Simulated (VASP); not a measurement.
# LiNbO3: structure and properties in VASP, part 3 of 5

Aim: relax LiNbO3 with LDA, compute its properties on that cell and hold them against experiment. The start is a cell from a database of measured crystal structures.

VASP 6.6.1, plane waves and PAW; the level of theory is named at each step.

So far. Step 3 (Second relaxation): It ends with a largest force of 0.010 eV/Å and a pressure of -0.05 GPa. The volume moved by under 0.01 %: the run met its threshold at the first step. Step 4 (Single point with fields (LDA)): In this run the pressure is -0.04 GPa, small enough to go on. The relaxed cell has a = 5.064, c = 13.675 Å (conventional setting).

**5. Bands along the symmetry lines (LDA)**

Level of this step: LDA; plane waves and PAW (Li_sv, Nb_sv, O) (VASP).

Levels along the symmetry lines show where the bands peak and cross; KPOINTS_OPT computes them in the converged potential.

File INCAR:

```
SYSTEM = LiNbO3
PREC = Accurate
ENCUT = 650
EDIFF = 1E-06
NELM = 100
ISMEAR = 0
SIGMA = 0.05
LREAL = .FALSE.
ALGO = Normal
GGA = CA
NBANDS = 58
LASPH = .TRUE.
LORBIT = 11
LWAVE = .FALSE.
LCHARG = .FALSE.
KPAR = 8
```

File POSCAR:

```
LiNbO3
1.0
    2.5318544503      1.4617668484      4.5584486399
   -2.5318544503      1.4617668484      4.5584486399
    0.0000000000     -2.9235336969      4.5584486399
Li Nb O
2 2 6
Direct
    0.2817193126      0.2817193126      0.2817193126
    0.7817193126      0.7817193126      0.7817193126
    0.9982165085      0.9982165085      0.9982165085
    0.4982165085      0.4982165085      0.4982165085
    0.1062264688      0.3673936902      0.7182590200
    0.7182590200      0.1062264688      0.3673936902
    0.3673936902      0.7182590200      0.1062264688
    0.2182590200      0.8673936902      0.6062264688
    0.8673936902      0.6062264688      0.2182590200
    0.6062264688      0.2182590200      0.8673936902
```

File KPOINTS:

```
Automatic mesh
0
Gamma
6 6 6
0 0 0
```

File KPOINTS_OPT:

```
Line mode
12
Line-mode
Reciprocal
  0.00000000   0.00000000   0.00000000 GAMMA
  0.50000000   0.00000000   0.00000000 L

  0.50000000   0.00000000   0.00000000 L
  0.50000000   0.23522035  -0.23522035 B1

  0.76477965   0.50000000   0.23522035 B
  0.50000000   0.50000000   0.50000000 Z

  0.50000000   0.50000000   0.50000000 Z
  0.00000000   0.00000000   0.00000000 GAMMA

  0.00000000   0.00000000   0.00000000 GAMMA
  0.36761018   0.00000000  -0.36761018 X

  0.63238982   0.36761018   0.00000000 Q
  0.50000000   0.50000000   0.00000000 F

  0.50000000   0.50000000   0.00000000 F
  0.63238982   0.63238982   0.23522035 P1

  0.63238982   0.63238982   0.23522035 P1
  0.50000000   0.50000000   0.50000000 Z

  0.50000000   0.00000000   0.00000000 L
  0.76477965   0.36761018   0.36761018 P
```

The projector-augmented-wave data sets are Li_sv, Nb_sv and O (LDA family, release 64).

Launch:

```console
$ mpirun -np 8 vasp_std
```

Output:

```text
[... set-up lines as in an earlier step ...]
 entering main loop
       N       E                     dE             d eps       ncg     rms          rms(c)
DAV:   1     0.793045240520E+03    0.79305E+03   -0.38812E+04  3712   0.146E+03
DAV:   2    -0.260790797583E+02   -0.81912E+03   -0.76302E+03  3800   0.460E+02
DAV:   3    -0.989056257796E+02   -0.72827E+02   -0.71221E+02  5944   0.140E+02
DAV:   4    -0.105095540162E+03   -0.61899E+01   -0.61160E+01  6656   0.326E+01
DAV:   5    -0.105429791275E+03   -0.33425E+00   -0.33392E+00  5504   0.675E+00    0.272E+01
DAV:   6    -0.880949495269E+02    0.17335E+02   -0.39252E+01  5576   0.423E+01    0.909E+00
DAV:   7    -0.877441923303E+02    0.35076E+00   -0.50607E+00  6072   0.120E+01    0.573E+00
DAV:   8    -0.876428262819E+02    0.10137E+00   -0.60473E-01  6096   0.480E+00    0.119E+00
DAV:   9    -0.876352473926E+02    0.75789E-02   -0.63881E-02  5488   0.206E+00    0.113E+00
DAV:  10    -0.876344323806E+02    0.81501E-03   -0.16703E-02  5342   0.799E-01    0.171E-01
DAV:  11    -0.876342302545E+02    0.20213E-03   -0.21416E-03  5144   0.240E-01    0.472E-02
DAV:  12    -0.876342533216E+02   -0.23067E-04   -0.20973E-04  6276   0.968E-02    0.208E-02
DAV:  13    -0.876342559853E+02   -0.26637E-05   -0.14747E-05  5784   0.246E-02    0.106E-02
DAV:  14    -0.876342553407E+02    0.64455E-06   -0.61060E-06  5000   0.257E-02
   1 F= -.87634255E+02 E0= -.87634255E+02  d E =-.174926E-16
 Start KPOINTS_OPT (optional k-point list driver)
k-point batch [1-32\108]
       N       E                     dE             ncg
DAV:   1     0.443581809437E+04   -0.45972E+05     3712
DAV:   2    -0.215822925526E+05   -0.26018E+05     3744
DAV:   3    -0.238500207077E+05   -0.22677E+04     5808
DAV:   4    -0.240791846339E+05   -0.22916E+03     6552
DAV:   5    -0.240910558994E+05   -0.11871E+02     5472
DAV:   6    -0.240912590278E+05   -0.20313E+00     6086
DAV:   7    -0.240912681439E+05   -0.91161E-02     5416
DAV:   8    -0.240912683753E+05   -0.23140E-03     5672
DAV:   9    -0.240912683840E+05   -0.86948E-05     3904
DAV:  10    -0.240912683843E+05   -0.33210E-06     3112
[...]
k-point batch [97-108\108]
       N       E                     dE             ncg
DAV:   1     0.400399938053E+05   -0.21851E+05     1392
DAV:   2     0.302030702372E+05   -0.98369E+04     1400
DAV:   3     0.293352613092E+05   -0.86781E+03     2152
DAV:   4     0.292468684152E+05   -0.88393E+02     2504
DAV:   5     0.292427338509E+05   -0.41346E+01     2056
DAV:   6     0.292426883978E+05   -0.45453E-01     2304
DAV:   7     0.292426871782E+05   -0.12196E-02     1968
DAV:   8     0.292426871378E+05   -0.40416E-04     2216
DAV:   9     0.292426871368E+05   -0.10407E-05     1328
DAV:  10     0.292426871367E+05   -0.99568E-07     1288
```

Run time: 2.8 min. Hardware: 8 MPI ranks of Intel Xeon Platinum 8259CL at 2.50GHz (Skylake/Cascade Lake), shared host; peak memory 4.1 GiB.

Parts of OUTCAR (step 5):

```text
   k-points           NKPTS =     32   k-points in BZ     NKDIM =     32   number of bands    NBANDS=     58

   NELECT =      68.0000    total number of electrons

 E-fermi :   4.0248

 k-point     1 :       0.0000    0.0000    0.0000
  band No.  band energies     occupation
    ...
     30       3.1160      2.00000
     31       3.1276      2.00000
     32       3.2410      2.00000
     33       3.7230      2.00000
     34       3.7230      2.00000
     35       7.2052      0.00000
     36       7.2052      0.00000
     37       7.6304      0.00000
     38       8.9078      0.00000
     39       8.9078      0.00000
    ...

  Total       -0.0337506     -0.0337506     -0.0293696      0.0000000      0.0000000      0.0000000
  in kB       -0.5342033     -0.5342033     -0.4648618      0.0000000      0.0000000      0.0000000
  external PRESSURE =      -0.5110894 kB  Pullay stress =       0.0000000 kB

 POSITION                                       TOTAL-FORCE (eV/Angst)
 -----------------------------------------------------------------------------------
      0.00000     -0.00000      3.85261        -0.000000     -0.000000      0.009498
      0.00000     -0.00000     10.69028        -0.000000     -0.000000      0.009498
      0.00000     -0.00000     13.65096        -0.000000     -0.000000      0.004661
      0.00000     -0.00000      6.81328        -0.000000     -0.000000      0.004661
     -0.66124     -1.40753      5.43312         0.000989     -0.000403     -0.004720
      1.54958      0.13112      5.43312        -0.000146      0.001058     -0.004720
     -0.88834      1.27641      5.43312        -0.000844     -0.000655     -0.004720
     -1.64351     -0.18535      7.71234         0.000844     -0.000655     -0.004720
      0.66124      1.51600      7.71234        -0.000989     -0.000403     -0.004720
      0.98228     -1.33065      7.71234         0.000146      0.001058     -0.004720
 -----------------------------------------------------------------------------------
    total drift:                                0.000000      0.000000     -0.000796

  FREE ENERGIE OF THE ION-ELECTRON SYSTEM (eV)
  ---------------------------------------------------
  free  energy   TOTEN  =       -87.6342553407 eV

  energy  without entropy=      -87.6342553407  energy(sigma->0) =      -87.63425534

[... 8 parts as in an earlier step ...]

[... 8 further parts left out ...]
```

Spin-orbit coupling is off here; it would split degenerate levels.

This step gave:

| Quantity | Value |
| --- | --- |
| bands | 58 |
| Fermi energy | 4.025 eV |
| pressure | -0.05111 GPa |
| least gap on mesh and path | 3.455 eV |
| least direct gap on mesh and path | 3.482 eV |
| conduction bottom at k | 0.5963, 0.4037, 0 |

Electronic bands along the path, in eV, zero at the valence-band top; v1 is the highest filled band, c1 the lowest empty one:

```tsv
point	v4	v3	v2	v1	c1	c2	c3	c4
Γ	-0.62	-0.51	-0.02	-0.02	3.46	3.46	3.88	5.16
0.45 of the way	-0.43	-0.40	-0.23	-0.08	3.57	3.62	4.07	5.08
L	-0.30	-0.30	-0.19	-0.19	3.92	3.92	4.75	4.75
0.45 of the way	-0.45	-0.45	-0.16	-0.16	3.78	3.78	4.77	4.77
B1	-0.59	-0.59	-0.27	-0.27	3.86	3.86	4.73	4.73
jump to B	-0.59	-0.59	-0.27	-0.27	3.86	3.86	4.73	4.73
0.45 of the way	-0.62	-0.62	-0.26	-0.26	4.24	4.24	4.80	4.80
Z	-0.30	-0.30	-0.30	-0.30	4.68	4.68	4.90	4.90
0.55 of the way	-0.60	-0.48	-0.01	-0.01	3.90	3.90	4.09	5.30
Γ	-0.62	-0.51	-0.02	-0.02	3.46	3.46	3.88	5.16
0.45 of the way	-0.50	-0.38	-0.29	-0.04	3.60	3.84	4.07	4.86
X	-0.71	-0.48	-0.41	-0.11	3.48	4.04	4.69	4.74
jump to Q	-0.71	-0.48	-0.41	-0.11	3.48	4.04	4.69	4.74
0.55 of the way	-0.70	-0.60	-0.42	-0.18	3.48	4.05	4.62	4.69
F	-0.68	-0.67	-0.43	-0.24	3.53	4.05	4.56	4.66
0.45 of the way	-0.75	-0.64	-0.48	-0.19	3.62	4.04	4.65	4.65
P1	-0.78	-0.61	-0.52	-0.12	3.87	4.03	4.62	4.84
0.45 of the way	-0.54	-0.49	-0.43	-0.16	4.25	4.41	4.71	4.91
Z	-0.30	-0.30	-0.30	-0.30	4.68	4.68	4.90	4.90
jump to L	-0.30	-0.30	-0.19	-0.19	3.92	3.92	4.75	4.75
0.45 of the way	-0.52	-0.43	-0.27	-0.13	3.82	4.04	4.59	4.91
P	-0.78	-0.61	-0.52	-0.12	3.87	4.03	4.62	4.84
```

Of the projections kept (Li, Nb, O), the largest for each band there; the rest of the weight can lie on other orbitals:

```tsv
point	v4	v3	v2	v1	c1	c2	c3	c4
Γ	O 0.88	O 0.90	O 0.99	O 0.99	Nb 0.88	Nb 0.88	Nb 0.80	Nb 0.79
L	O 0.96	O 0.96	O 0.96	O 0.96	Nb 0.84	Nb 0.84	Nb 0.74	Nb 0.74
B1	O 0.91	O 0.92	O 0.94	O 0.94	Nb 0.81	Nb 0.81	Nb 0.75	Nb 0.75
B	O 0.92	O 0.92	O 0.94	O 0.94	Nb 0.81	Nb 0.81	Nb 0.75	Nb 0.75
Z	O 0.96	O 0.96	O 0.96	O 0.96	Nb 0.80	Nb 0.80	Nb 0.76	Nb 0.76
Γ	O 0.88	O 0.90	O 0.99	O 0.99	Nb 0.88	Nb 0.88	Nb 0.80	Nb 0.79
```

The path finds the gap of the mesh within 0.02 eV, so the mesh comes close to both band edges.

**6. Total and projected DOS (LDA)**

A density of states needs more k-points than a total energy; ISMEAR = -5 takes tetrahedra, and LORBIT projects the states on the PAW spheres. The mesh is finer than in the run before.

Edit INCAR of step 5 so:

```diff
@@ -5,3 +5,3 @@
 NELM = 100
-ISMEAR = 0
+ISMEAR = -5
 SIGMA = 0.05
@@ -16 +16,2 @@
 KPAR = 8
+NEDOS = 2001
```

POSCAR is that of step 5.

File KPOINTS:

```
Automatic mesh
0
Gamma
8 8 8
0 0 0
```

Launch:

```console
$ mpirun -np 8 vasp_std
```

Output:

```text
[... set-up lines as in an earlier step ...]
 entering main loop
       N       E                     dE             d eps       ncg     rms          rms(c)
DAV:   1     0.795328789062E+03    0.79533E+03   -0.38765E+04  7540   0.146E+03
DAV:   2    -0.251896689827E+02   -0.82052E+03   -0.76740E+03  7740   0.459E+02
DAV:   3    -0.988114628442E+02   -0.73622E+02   -0.71980E+02 12000   0.140E+02
DAV:   4    -0.105058495487E+03   -0.62470E+01   -0.61689E+01 13400   0.329E+01
DAV:   5    -0.105429806475E+03   -0.37131E+00   -0.37089E+00 11368   0.698E+00    0.272E+01
DAV:   6    -0.880964848086E+02    0.17333E+02   -0.39210E+01 11344   0.423E+01    0.908E+00
DAV:   7    -0.877453219877E+02    0.35116E+00   -0.50438E+00 12264   0.120E+01    0.574E+00
DAV:   8    -0.876429263409E+02    0.10240E+00   -0.59279E-01 12384   0.480E+00    0.117E+00
DAV:   9    -0.876350250862E+02    0.79013E-02   -0.64625E-02 11160   0.206E+00    0.111E+00
DAV:  10    -0.876343666037E+02    0.65848E-03   -0.16471E-02 10564   0.782E-01    0.181E-01
DAV:  11    -0.876341418824E+02    0.22472E-03   -0.22568E-03 10736   0.247E-01    0.498E-02
DAV:  12    -0.876341627671E+02   -0.20885E-04   -0.17957E-04 12450   0.885E-02    0.182E-02
DAV:  13    -0.876341662838E+02   -0.35167E-05   -0.12146E-05 11136   0.184E-02    0.970E-03
DAV:  14    -0.876341657926E+02    0.49124E-06   -0.43554E-06  9830   0.219E-02
   1 F= -.87634166E+02 E0= -.87634166E+02  d E =0.000000E+00
```

The job ended after 1.8 min (8 MPI ranks; peak memory 4.3 GiB; 13 min of CPU time).

OUTCAR, selected parts (step 6):

```text
   k-points           NKPTS =     65   k-points in BZ     NKDIM =     65   number of bands    NBANDS=     58

   NELECT =      68.0000    total number of electrons

 E-fermi :   3.7586

 k-point     1 :       0.0000    0.0000    0.0000
  band No.  band energies     occupation
    ...
     30       3.1160      2.00000
     31       3.1276      2.00000
     32       3.2410      2.00000
     33       3.7230      2.00000
     34       3.7230      2.00000
     35       7.2054      0.00000
     36       7.2054      0.00000
     37       7.6306      0.00000
     38       8.9080      0.00000
     39       8.9080      0.00000
    ...

  Total       -0.0344096     -0.0344096     -0.0299341      0.0000000      0.0000000      0.0000000
  in kB       -0.5446350     -0.5446350     -0.4737962      0.0000000      0.0000000      0.0000000
  external PRESSURE =      -0.5210221 kB  Pullay stress =       0.0000000 kB

 POSITION                                       TOTAL-FORCE (eV/Angst)
 -----------------------------------------------------------------------------------
      0.00000     -0.00000      3.85261        -0.000000     -0.000000      0.009506
      0.00000     -0.00000     10.69028        -0.000000     -0.000000      0.009506
      0.00000     -0.00000     13.65096        -0.000000     -0.000000      0.004384
      0.00000     -0.00000      6.81328        -0.000000     -0.000000      0.004384
     -0.66124     -1.40753      5.43312         0.000753     -0.000234     -0.004630
      1.54958      0.13112      5.43312        -0.000174      0.000769     -0.004630
     -0.88834      1.27641      5.43312        -0.000579     -0.000535     -0.004630
     -1.64351     -0.18535      7.71234         0.000579     -0.000535     -0.004630
      0.66124      1.51600      7.71234        -0.000753     -0.000234     -0.004630
      0.98228     -1.33065      7.71234         0.000174      0.000769     -0.004630
 -----------------------------------------------------------------------------------
    total drift:                                0.000000      0.000000     -0.001312

  FREE ENERGIE OF THE ION-ELECTRON SYSTEM (eV)
  ---------------------------------------------------
  free  energy   TOTEN  =       -87.6341657926 eV

  energy  without entropy=      -87.6341657926  energy(sigma->0) =      -87.63416579

[... 7 parts as in an earlier step ...]

[... 9 further parts left out ...]
```

This step gave:

| Quantity | Value |
| --- | --- |
| irreducible k-points | 65 |
| free energy (TOTEN) | -87.6342 eV |
| Fermi energy | 3.759 eV |
| pressure | -0.05210 GPa |
| valence top at k | 0.125, 0.125, 0.125 |
| conduction bottom at k | 0.125, 0.125, 0 |
| gap on the k-mesh | 3.460 eV |
| least direct gap on the k-mesh | 3.482 eV |

The density of states has structure finer than the step of the table below, so its rows give means over 0.5 eV, whole bins alone (the curve runs from -12.0 to 7.93 eV). Peaks (eV: height): total -4.65: 13.0, -0.43: 14.2, -0.11: 14.8, 4.82: 13.5; O p -4.65: 6.25, -1.47: 6.08, -0.43: 10.0, -0.11: 10.8; Nb d 3.95: 6.13, 4.66: 5.48, 4.82: 8.44, 5.22: 6.55; Nb p -2.18: 0.176, -1.47: 0.195, -1.07: 0.187, -0.67: 0.223; Nb s -4.65: 0.178, -3.94: 0.150, -3.46: 0.123, -3.30: 0.185.

States under -12.0 eV and over 7.9 eV are left out. Density of states against energy, zero at the valence-band top; means over each step; values in states/eV/cell:

```tsv
energy (eV)	total	O p	Nb d	Nb p	Nb s	O s	Li p
-5.5	0	0	0	0	0	0	0
-5.0	0.372	0.177	0.104	9.9e-4	0.00359	2.2e-4	6.3e-4
-4.5	8.47	3.97	2.00	0.0488	0.124	0.0142	0.0258
-4.0	6.64	3.13	1.21	0.0670	0.134	0.0306	0.0231
-3.5	5.62	2.76	0.909	0.0793	0.109	0.0412	0.0203
-3.0	6.45	3.31	0.935	0.120	0.102	0.0513	0.0321
-2.5	6.28	3.38	0.772	0.152	0.0725	0.0486	0.0312
-2.0	5.13	2.92	0.478	0.125	0.0457	0.0458	0.0207
-1.5	6.41	3.91	0.412	0.127	0.0605	0.0487	0.0248
-1.0	8.87	5.79	0.424	0.161	0.0505	0.0385	0.0394
-0.5	12.4	8.67	0.367	0.175	0.0382	0.0256	0.0481
0.0	5.36	3.90	0.0706	0.0541	0.0107	0.00635	0.0126
0.5	0	0	0	0	0	0	0
1.0	0	0	0	0	0	0	0
1.5	0	0	0	0	0	0	0
2.0	0	0	0	0	0	0	0
2.5	0	0	0	0	0	0	0
3.0	0	0	0	0	0	0	0
3.5	2.68	0.304	1.83	0.00929	0.00368	0.0113	0.00467
4.0	5.35	0.797	3.46	0.0230	0.0210	0.0204	0.0107
4.5	4.47	0.843	2.81	0.0175	0.0142	0.0185	0.0100
5.0	6.87	1.34	4.35	0.0304	0.0168	0.0329	0.0215
5.5	4.65	0.943	2.98	0.0182	0.00691	0.0158	0.0131
6.0	0	0	0	0	0	0	0
6.5	0	0	0	0	0	0	0
7.0	0	0	0	0	0	0	0
7.5	0.0734	0.00353	0.0107	1.8e-4	0.00304	0.0122	4.8e-4
```

The gap on this mesh is 3.46 eV. In the top eV of the valence band the largest shares in the PAW spheres are O p 70 %. The rest lies in smaller channels or between the spheres.

[end of part 3 of 5]

[Lines on the potential files, build, host, timing and source positions are cut from VASP's logs without a mark.]

[Logs are printed without paths, hosts, clocks, repeated set-up lines and the standing remarks that a program may print on its own settings, such as how far it seeks lower states.]

[Hosts, paths, dates, database ids (printed as entryN), source tags and the programs' standing remarks are cut or masked in the printed files.]

[A measured line is paired with the nearest computed mode of its activity, which favours agreement.]
